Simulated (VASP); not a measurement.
# Mg2C3 (C2/m) in VASP: notebook

One crystal, Mg2C3, is run at these levels: PBE; tasks: single point, relaxation of cell and atoms.

Program: VASP 6.6.1. These are calculated values, not measurements. Logs are shortened: lines on timing, memory, paths and dates and some standing lists are left out, and cuts for length are marked.

## (1) The crystal as given

The structure is monoclinic, space group C2/m (No. 12). Conventional cell: a = 4.829 Å, b = 4.700 Å, c = 5.014 Å, α = 90.00°, β = 104.32°, γ = 90.00°. Mg (site symmetry m) has 6 C at 2.24 to 2.55 Å as nearest neighbours. C (site symmetry m) is surrounded by 1 C at 1.33 Å. C (site symmetry 2/m) has 2 C at 1.33 Å as nearest neighbours.

## (2) Single point, PBE

File INCAR:

```
SYSTEM = Mg2C3
PREC     = Accurate       ! precision mode
ENCUT    = 520            ! plane-wave cutoff, eV
EDIFF    = 1E-6           ! SCF threshold, eV
ISMEAR   = 0              ! smearing method
SIGMA    = 0.1            ! smearing width, eV
LREAL    = .FALSE.        ! projectors in reciprocal space
LASPH    = .TRUE.         ! aspherical terms in the spheres
NELM     = 100            ! most SCF steps
ALGO     = Fast           ! electronic algorithm
ISIF     = 2              ! what is computed and relaxed
LWAVE    = .FALSE.        ! write WAVECAR
LCHARG   = .FALSE.        ! write CHGCAR
GGA      = PE             ! functional
NBANDS   = 16             ! bands
```

File KPOINTS:

```
Automatic mesh
0
G
  6 6 4
  0 0 0
```

File POSCAR:

```
Mg2C3
1.0
    2.4143996597     -2.3499947540     -0.0033061948
    2.4143996597      2.3499947540     -0.0033061948
   -1.2331265393      0.0000000000      4.8601575087
Mg C
2 3
Direct
    0.8095596818      0.8095596818      0.1986989181
    0.1904403182      0.1904403182      0.8013010819
    0.3011181164      0.3011181164      0.2630436042
    0.6988818836      0.6988818836      0.7369563958
    0.5000000000      0.5000000000      0.5000000000
```

Potentials or basis: VASP PAW PBE potentials, release 64 (Mg, C).

Command:

```
$ cat potpaw_PBE.64/Mg/POTCAR potpaw_PBE.64/C/POTCAR > POTCAR
$ mpirun -np 1 vasp_std > vasp.out
```

OUTCAR:

```text
SYSTEM = Mg2C3
   PREC = Accurate
   ENCUT = 520
   EDIFF = 1E-6
   ISMEAR = 0
   LREAL = .FALSE.
   LASPH = .TRUE.
   NELM = 100
   ISIF = 2
   GGA = PE

 ion  position               nearest neighbor table
   1  0.810  0.810  0.199-   4 2.24   3 2.32   5 2.37   3 2.37   3 2.37   3 2.55   5 2.82   5 2.82
                             2 3.03   2 3.04   2 3.04   2 3.12   2 3.16
   2  0.190  0.190  0.801-   3 2.24   4 2.32   5 2.37   4 2.37   4 2.37   4 2.55   5 2.82   5 2.82
                             1 3.03   1 3.04   1 3.04   1 3.12   1 3.16
   3  0.301  0.301  0.263-   5 1.33   2 2.24   1 2.32   1 2.37   1 2.37   1 2.55
   4  0.699  0.699  0.737-   5 1.33   1 2.24   2 2.32   2 2.37   2 2.37   2 2.55
   5  0.500  0.500  0.500-   3 1.33   4 1.33   1 2.37   2 2.37   2 2.82   2 2.82   1 2.82   1 2.82

  LATTYP: Found a base centered monoclinic cell.
 ALAT       =     4.8288038468
 B/A-ratio  =     0.9733237582
 C/A-ratio  =     1.0383841082
 COS(beta)  =    -0.2472562492

  Lattice vectors:

 A1 = (   2.4143996597,  -2.3499947540,  -0.0033061948)
 A2 = (   2.4143996597,   2.3499947540,  -0.0033061948)
 A3 = (  -1.2331265393,   0.0000000000,   4.8601575087)

Analysis of symmetry for initial positions (statically):
=====================================================================
 Subroutine PRICEL returns:
 Original cell was already a primitive cell.

 Routine SETGRP: Setting up the symmetry group for a
 base centered monoclinic supercell.

 Subroutine GETGRP returns: Found  4 space group operations
 (whereof  4 operations were pure point group operations)
 out of a pool of  4 trial point group operations.

The static configuration has the point symmetry C_2h.

Analysis of symmetry for dynamics (positions and initial velocities):
=====================================================================
 Subroutine PRICEL returns:
 Original cell was already a primitive cell.

 Routine SETGRP: Setting up the symmetry group for a
 base centered monoclinic supercell.

 Subroutine GETGRP returns: Found  4 space group operations
 (whereof  4 operations were pure point group operations)
 out of a pool of  4 trial point group operations.

The dynamic configuration has the point symmetry C_2h.

 Subroutine INISYM returns: Found  4 space group operations
 (whereof  4 operations are pure point group operations),
 and found     1 'primitive' translations

----------------------------------------------------------------------------------------

                                     Primitive cell

  volume of cell :      55.1322

  direct lattice vectors                    reciprocal lattice vectors
     2.414399660 -2.349994754 -0.003306195     0.207162794 -0.212766432  0.052561658
     2.414399660  2.349994754 -0.003306195     0.207162794  0.212766432  0.052561658
    -1.233126539  0.000000000  4.860157509     0.000281851  0.000000000  0.205826160

  length of vectors
     3.369245018  3.369245018  5.014153176     0.301577031  0.301577031  0.205826353

  position of ions in fractional coordinates (direct lattice)
     0.809559682  0.809559682  0.198698918
     0.190440318  0.190440318  0.801301082
     0.301118116  0.301118116  0.263043604
     0.698881884  0.698881884  0.736956396
     0.500000000  0.500000000  0.500000000

  ion indices of the primitive-cell ions
   primitive index   ion index
                 1           1
                 2           2
                 3           3
                 4           4
                 5           5

----------------------------------------------------------------------------------------

 KPOINTS: Automatic mesh

Automatic generation of k-mesh.
 Grid dimensions read from file:
 generate k-points for:    6    6    4

 Generating k-lattice:

  Cartesian coordinates                     Fractional coordinates (reciprocal lattice)
     0.034527132 -0.035461072  0.008760276     0.166666667 -0.000000000  0.000000000
     0.034527132  0.035461072  0.008760276    -0.000000000  0.166666667  0.000000000
     0.000070463  0.000000000  0.051456540    -0.000000000 -0.000000000  0.250000000

  Length of vectors
     0.050262839  0.050262839  0.051456588

  Shift w.r.t. Gamma in fractional coordinates (k-lattice)
     0.000000000  0.000000000  0.000000000

 Subroutine IBZKPT returns following result:
 ===========================================

 Found     47 irreducible k-points:

 Following reciprocal coordinates:
            Coordinates               Weight
  0.000000  0.000000  0.000000      1.000000
  0.166667 -0.000000  0.000000      4.000000
  0.333333 -0.000000  0.000000      4.000000
  0.500000 -0.000000  0.000000      2.000000
  0.166667  0.166667  0.000000      2.000000
  0.333333  0.166667  0.000000      4.000000
[... 16 lines left out ...]
 -0.333333  0.166667  0.250000      4.000000
 -0.166667  0.166667  0.250000      4.000000
 [... further k-points ...]
   k-points           NKPTS =     47   k-points in BZ     NKDIM =     47   number of bands    NBANDS=     16
   number of dos      NEDOS =    301   number of ions     NIONS =      5
   total plane-waves  NPLWV =  31360
   dimension x,y,z NGX =    28 NGY =   28 NGZ =   40
   dimension x,y,z NGXF=    56 NGYF=   56 NGZF=   80
   ions per type =               2   3
   NGX,Y,Z   is equivalent  to a cutoff of  13.82, 13.82, 13.26 a.u.
   NGXF,Y,Z  is equivalent  to a cutoff of  27.63, 27.63, 26.52 a.u.
 SYSTEM =  Mg2C3
   PREC   = accura    normal or accurate (medium, high low for compatibility)
   ISTART =      0    job   : 0-new  1-cont  2-samecut
   ICHARG =      2    charge: 1-file 2-atom 10-const
   ISPIN  =      1    spin polarized calculation?
   LNONCOLLINEAR =      F non collinear calculations
   LSORBIT =      F    spin-orbit coupling
   LASPH  =      T    aspherical Exc in radial PAW
   ENCUT  =  520.0 eV  38.22 Ry    6.18 a.u.   6.26  6.26  9.32*2*pi/ulx,y,z
   NELM   =    100;   NELMIN=  2; NELMDL= -5     # of ELM steps
   EDIFF  = 0.1E-05   stopping-criterion for ELM
   LREAL  =      F    real-space projection
   EDIFFG = 0.1E-04   stopping-criterion for IOM
   NSW    =      0    number of steps for IOM
   IBRION =     -1    ionic relax: 0-MD 1-quasi-New 2-CG
   NFREE  =      0    steps in history (QN), initial steepest desc. (CG)
   ISIF   =      2    stress and relaxation
   ISYM   =      2    0-nonsym 1-usesym 2-fastsym
   POTIM  = 0.5000    time-step for ionic-motion
   TEBEG  =    0.0;   TEEND  =   0.0 temperature during run
   PSTRESS=    0.0 pullay stress
   NELECT =      16.0000    total number of electrons
   NUPDOWN=      -1.0000    fix difference up-down
   EMIN   =  10.00;   EMAX   =-10.00  energy-range for DOS
   EFERMI =   0.00;   METHOD = LEGACY
   ISMEAR =     0;   SIGMA  =   0.10  broadening in eV -4-tet -1-fermi 0-gaus
   EFERMI_NEDOS =   21; number of points for ismear=-14 and -15
   IALGO  =     68    algorithm
   IMIX   =      4    mixing-type and parameters
     AMIX     =   0.40;   BMIX     =  1.00
     AMIX_MAG =   1.60;   BMIX_MAG =  1.00
  volume/ion in A,a.u.               =      11.03        74.41
  Fermi-wavevector in a.u.,A,eV,Ry     =   1.083876  2.048229 15.983955  1.174788
  Thomas-Fermi vector in A             =   2.219953
   LORBIT       =      0    0 simple, 1 ext, 2 COOP (PROOUT), +10 PAW based schemes
   GGA     = PE    functional components
   LHFCALC =     F    Hartree Fock is set to
   AEXX    =    0.0000 exact exchange contribution
   IVDW    =     0    specifies the selected vdW correction
   LEPSILON=     F    determine dielectric tensor
   LRPA    =     F    only Hartree local field effects (RPA)
 non-spin polarized calculation
 RMM-DIIS sequential band-by-band and
 Gauss-broadening in eV      SIGMA  =   0.10
  energy-cutoff  :      520.00
  volume of cell :       55.13
 maximum number of plane-waves:      1498
 NGX is ok and might be reduce to    28
   NGX = 13   NGY = 13   NGZ = 19

 number of electron      15.9999998 magnetization

 Free energy of the ion-electron system (eV)
  ---------------------------------------------------
  ext. energy  EPLUGINS =         0.00000000
  ---------------------------------------------------
  free energy    TOTEN  =       -29.62407289 eV

  energy without entropy =      -29.62407289  energy(sigma->0) =      -29.62407289

 E-fermi :   5.0877     XC(G=0): -10.3630

 val. band max:        4.5850769394   @ k =  -0.0000  -0.0000   0.5000
 cond. band min:       6.2907087259   @ k =   0.5000   0.5000   0.0000
 fundamental gap:      1.7056317865
 Fermi energy:         5.0877263593

 k-point     1 :       0.0000    0.0000    0.0000
  band No.  band energies     occupation
      1     -11.4288      2.00000
      2      -7.4970      2.00000
      3      -2.8610      2.00000
      4       0.4635      2.00000
      5       1.2046      2.00000
      6       1.5835      2.00000
[... 8 lines left out ...]
     15      13.6411      0.00000
     16      14.8330      0.00000

 k-point     2 :       0.1667   -0.0000    0.0000
  band No.  band energies     occupation
      1     -11.2879      2.00000
      2      -7.4796      2.00000
      3      -2.6438      2.00000
      4      -0.1507      2.00000
      5       0.8576      2.00000
      6       1.4247      2.00000
[... 8 lines left out ...]
     15      13.1806      0.00000
     16      15.0008      0.00000

 k-point     3 :       0.3333   -0.0000    0.0000
  band No.  band energies     occupation
      1     -10.9696      2.00000
      2      -7.4782      2.00000
      3      -2.2943      2.00000
      4      -1.0109      2.00000
      5       0.4642      2.00000
      6       1.3303      2.00000
[... 8 lines left out ...]
     15      13.3780      0.00000
     16      15.0874      0.00000

 k-point     4 :       0.5000   -0.0000    0.0000
  band No.  band energies     occupation
      1     -10.7857      2.00000
      2      -7.5041      2.00000
      3      -2.3947      2.00000
      4      -0.6148      2.00000
      5      -0.1828      2.00000
      6       1.3681      2.00000
[... 8 lines left out ...]
     15      13.6352      0.00000
     16      14.2850      0.00000

 k-point     5 :       0.1667    0.1667    0.0000
  band No.  band energies     occupation
      1     -11.1508      2.00000
      2      -7.4920      2.00000
      3      -2.2579      2.00000
      4      -0.3032      2.00000
      5       0.1928      2.00000
      6       0.9006      2.00000
[... 8 lines left out ...]
     15      13.4161      0.00000
     16      15.0992      0.00000

 k-point     6 :       0.3333    0.1667    0.0000
  band No.  band energies     occupation
      1     -10.8469      2.00000
      2      -7.4756      2.00000
      3      -1.8626      2.00000
      4      -0.9233      2.00000
      5      -0.0901      2.00000
      6       0.5140      2.00000
[... 8 lines left out ...]
     15      13.9358      0.00000
     16      15.3148      0.00000
[... 267 lines left out ...]
 k-point    21 :       0.3333    0.1667    0.2500
  band No.  band energies     occupation
      1     -10.7883      2.00000
      2      -7.6051      2.00000
      3      -1.7513      2.00000
      4      -1.2327      2.00000
      5       0.0924      2.00000
      6       0.2757      2.00000
[... 8 lines left out ...]
     15      13.7304      0.00000
     16      14.9832      0.00000

 k-point    22 :       0.5000    0.1667    0.2500
  band No.  band energies     occupation
      1     -10.6524      2.00000
      2      -7.4483      2.00000
      3      -2.3954      2.00000
      4      -1.3311      2.00000
      5       0.3697      2.00000
      6       0.6038      2.00000
[... 8 lines left out ...]
     15      13.9084      0.00000
     16      15.5600      0.00000

 k-point    23 :      -0.3333    0.1667    0.2500
  band No.  band energies     occupation
      1     -10.8248      2.00000
      2      -7.4325      2.00000
      3      -2.4841      2.00000
      4      -0.8855      2.00000
      5       0.1483      2.00000
      6       0.9794      2.00000
[... 8 lines left out ...]
     15      14.7299      0.00000
     16      15.3118      0.00000

 k-point    24 :      -0.1667    0.1667    0.2500
  band No.  band energies     occupation
      1     -11.0960      2.00000
      2      -7.6083      2.00000
      3      -2.2216      2.00000
      4      -0.3022      2.00000
      5       0.1984      2.00000
      6       0.8593      2.00000
[... 8 lines left out ...]
     15      13.7603      0.00000
     16      14.9664      0.00000

 [... further k-points ...]

------------------------ aborting loop because EDIFF is reached ----------------------------------------

  FORCE on cell =-STRESS in cart. coord.  units (eV):
  Direction    XX          YY          ZZ          XY          YZ          ZX
  --------------------------------------------------------------------------------------
  -------------------------------------------------------------------------------------
  Total       -0.0916281     -0.1502640      0.1152704      0.0000000      0.0000000      0.0827154
  in kB       -2.6627720     -4.3667661      3.3498317      0.0000000      0.0000000      2.4037620
  external PRESSURE =      -1.2265688 kB  Pullay stress =       0.0000000 kB

 VOLUME and BASIS-vectors are now :
 -----------------------------------------------------------------------------
  energy-cutoff  :      520.00
  volume of cell :       55.13
      direct lattice vectors                 reciprocal lattice vectors
     2.414399660 -2.349994754 -0.003306195     0.207162794 -0.212766432  0.052561658
     2.414399660  2.349994754 -0.003306195     0.207162794  0.212766432  0.052561658
    -1.233126539  0.000000000  4.860157509     0.000281851  0.000000000  0.205826160

 POSITION                                       TOTAL-FORCE (eV/Angst)
 -----------------------------------------------------------------------------------
      3.66418      0.00000      0.96035         0.001160      0.000000     -0.017232
     -0.06851      0.00000      3.89319        -0.001160      0.000000      0.017232
      1.12967      0.00000      1.27644        -0.029358      0.000000     -0.071520
      2.46600      0.00000      3.57710         0.029358      0.000000      0.071520
      1.79784      0.00000      2.42677         0.000000      0.000000      0.000000
 -----------------------------------------------------------------------------------
    total drift:                                0.000000      0.000000     -0.000000

  FREE ENERGIE OF THE ION-ELECTRON SYSTEM (eV)
  ---------------------------------------------------
  free  energy   TOTEN  =       -29.6240728852 eV

  energy  without entropy=      -29.6240728852  energy(sigma->0) =      -29.62407289
```

It took 20 s on 1 thread of Intel Xeon 6975P-C (Granite Rapids), shared host; peak memory 0.19 GiB.

What came out:

| Item | Value |
| --- | --- |
| Free energy | -29.6241 eV |
| Pressure | -0.1 GPa |
| Largest force | 0.077 eV/Å |
| Band gap on the k mesh | 1.71 eV, indirect (least direct gap 2.36 eV) |

Forces on the atoms (eV/Å):
```
Mg   0.001  0.000 -0.017
Mg  -0.001  0.000  0.017
C   -0.029  0.000 -0.072
C    0.029  0.000  0.072
C    0.000  0.000  0.000
```

Levels at points of the mesh, in eV from the valence-band top:
```tsv
k point	band 5	band 6	band 7	band 8	band 9	band 10	band 11	band 12
(0.00, 0.00, 0.00)	-3.38	-3.00	-1.48	-0.71	3.26	3.47	4.11	7.39
(0.50, 0.00, 0.00)	-4.77	-3.22	-3.15	-0.15	2.99	4.57	6.16	6.51
(0.50, 0.50, 0.00)	-5.43	-3.76	-2.39	-1.18	1.71	1.96	3.05	5.52
(0.00, 0.00, 0.50)	-3.82	-3.56	-0.98	0.00	3.15	3.45	3.97	5.80
(0.50, 0.00, 0.50)	-4.08	-3.18	-1.32	-0.24	2.12	3.84	5.72	6.50
(0.50, 0.50, 0.50)	-5.17	-3.97	-2.93	-2.05	2.08	3.40	5.46	6.37
```

A k mesh can miss the band edges.

[end of part 1 of 2]
